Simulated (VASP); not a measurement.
Method: PBE GGA, VASP's PBE PAW potentials (set 64) (plane waves; VASP).

Input for VASP

INCAR:
```
SYSTEM = MoSe
PREC = Accurate
ENCUT = 400
EDIFF = 1E-7
NELM = 100
ALGO = Normal
LREAL = .FALSE.
LASPH = .TRUE.
ISMEAR = -5
GGA = PE
LMAXMIX = 4
LWAVE = .FALSE.
LCHARG = .TRUE.
LORBIT = 11
NEDOS = 601
ISIF = 2
LEFG = .TRUE.
```

**KPOINTS**
```
Automatic
0
G
12 12 5
0 0 0
```

POSCAR:
```
MoSe
3.2757320
  0.9999999303   0.0000000000   0.0000000000
 -0.4999999651   0.8660252861   0.0000000000
  0.0000000000   0.0000000000   2.1909577757
Mo Se
2 2
Cartesian
  0.0000000000   0.0000000000   0.0000000000
  0.0000000000   0.0000000000   1.0954788879
 -0.0000005000   0.5773504794   0.5477394439
  0.5000004652   0.2886748067   1.6432183318
```

POTCAR, in this order: Mo_sv Se (PBE.64 set). Program: vasp_std.

What VASP printed:

### OUTCAR
```
 ion  position               nearest neighbor table
   1  0.000  0.000  0.000-   3 2.61   4 2.61   3 2.61   4 2.61   4 2.61   3 2.61
   2  0.000  0.000  0.500-   3 2.61   4 2.61   3 2.61   4 2.61   4 2.61   3 2.61
   3  0.333  0.667  0.250-   1 2.61   2 2.61   1 2.61   2 2.61   1 2.61   2 2.61
   4  0.667  0.333  0.750-   1 2.61   2 2.61   1 2.61   2 2.61   1 2.61   2 2.61
  LATTYP: Found a hexagonal cell.
 ALAT       =     3.2757317717
 C/A-ratio  =     2.1909579284
 Subroutine PRICEL returns:
 Original cell was already a primitive cell.
 Subroutine GETGRP returns: Found 24 space group operations
The static configuration has the point symmetry D_3d.
 The point group associated with its full space group is D_6h.
The dynamic configuration has the point symmetry D_3d.
 Subroutine INISYM returns: Found 24 space group operations
 Subroutine IBZKPT returns following result:
 Found     57 irreducible k-points:

 Following reciprocal coordinates:
            Coordinates               Weight
  0.000000  0.000000  0.000000      1.000000
  0.083333  0.000000  0.000000      6.000000
  0.166667 -0.000000  0.000000      6.000000
  0.250000 -0.000000  0.000000      6.000000
  0.333333 -0.000000  0.000000      6.000000
...
```

File OSZICAR:
```
       N       E                     dE             d eps       ncg     rms          rms(c)
DAV:   1     0.300520655377E+03    0.30052E+03   -0.20010E+04  2928   0.134E+03
DAV:   2    -0.170743600989E+02   -0.31760E+03   -0.31425E+03  3272   0.393E+02
DAV:   3    -0.294798335757E+02   -0.12405E+02   -0.12264E+02  3656   0.672E+01
DAV:   4    -0.296527589460E+02   -0.17293E+00   -0.17234E+00  2976   0.782E+00
DAV:   5    -0.296566225874E+02   -0.38636E-02   -0.38388E-02  3616   0.880E-01    0.207E+01
DAV:   6    -0.286778470540E+02    0.97878E+00   -0.73011E+00  3048   0.155E+01    0.708E+00
DAV:   7    -0.286158664494E+02    0.61981E-01   -0.69089E-01  3112   0.421E+00    0.420E+00
DAV:   8    -0.285980731742E+02    0.17793E-01   -0.11170E-01  3264   0.200E+00    0.414E-01
DAV:   9    -0.285979842026E+02    0.88972E-04   -0.49921E-03  3680   0.411E-01    0.135E-01
DAV:  10    -0.285980311546E+02   -0.46952E-04   -0.55991E-04  3160   0.180E-01    0.505E-02
DAV:  11    -0.285980310073E+02    0.14726E-06   -0.41350E-05  3520   0.452E-02    0.134E-02
DAV:  12    -0.285980323003E+02   -0.12930E-05   -0.50568E-06  3616   0.116E-02    0.355E-03
DAV:  13    -0.285980324345E+02   -0.13415E-06   -0.71720E-07  2992   0.477E-03    0.712E-04
DAV:  14    -0.285980325170E+02   -0.82505E-07   -0.78897E-08  1800   0.141E-03
   1 F= -.28598033E+02 E0= -.28598033E+02  d E =0.000000E+00
```

OUTCAR:
```
------------------------ aborting loop because EDIFF is reached ----------------------------------------
  FORCE on cell =-STRESS in cart. coord.  units (eV):
  Direction    XX          YY          ZZ          XY          YZ          ZX
  --------------------------------------------------------------------------------------
  Total        0.0373776      0.0373776     -0.1344333      0.0000000     -0.0000000      0.0000000
  in kB        0.8979086      0.8979084     -3.2294442      0.0000000     -0.0000000      0.0000000
  external PRESSURE =      -0.4778757 kB  Pullay stress =       0.0000000 kB
  volume of cell :       66.69
      direct lattice vectors                 reciprocal lattice vectors
     3.275731772  0.000000000  0.000000000     0.305275300  0.176250788  0.000000000
    -1.637865886  2.836866743  0.000000000     0.000000000  0.352501577  0.000000000
     0.000000000  0.000000000  7.176990497     0.000000000  0.000000000  0.139334168
 POSITION                                       TOTAL-FORCE (eV/Angst)
 -----------------------------------------------------------------------------------
      0.00000      0.00000      0.00000        -0.000000      0.000000      0.000000
      0.00000      0.00000      3.58850        -0.000000      0.000000      0.000000
     -0.00000      1.89125      1.79425        -0.000000     -0.000000     -0.000000
      1.63787      0.94562      5.38274         0.000000      0.000000     -0.000000
 -----------------------------------------------------------------------------------
    total drift:                                0.000000     -0.000000     -0.000000
  FREE ENERGIE OF THE ION-ELECTRON SYSTEM (eV)
  ---------------------------------------------------
  free  energy   TOTEN  =       -28.5980325170 eV

  energy  without entropy=      -28.5980325170  energy(sigma->0) =      -28.59803252

 total charge

# of ion       s       p       d       tot
------------------------------------------
    1        2.222   6.121   4.041  12.384
    2        2.222   6.121   4.041  12.384
    3        1.437   2.377   0.127   3.941
    4        1.437   2.377   0.127   3.941
--------------------------------------------------
tot          7.317  16.998   8.335  32.649

 Electric field gradients after diagonalization (V/A^2)
 (convention: |V_zz| > |V_xx| > |V_yy|)
----------------------------------------------------------------------
 ion       V_xx      V_yy      V_zz     asymmetry (V_yy - V_xx)/ V_zz
----------------------------------------------------------------------
   1      -5.253    -5.250    10.503       0.000
   2      -5.253    -5.250    10.503       0.000
   3     -17.026   -17.025    34.051       0.000
   4     -17.026   -17.025    34.051       0.000
```
(Selected blocks of OUTCAR.)

For a metal the tetrahedron method with Blöchl corrections gives inexact stress and forces.

The structure was generated: MoSe was put into the NiAs type type (P6_3/mmc), which need not be its known phase. It was relaxed first, which changed the volume by -33 %. VASP warned that the highest band is occupied, so more bands are needed.
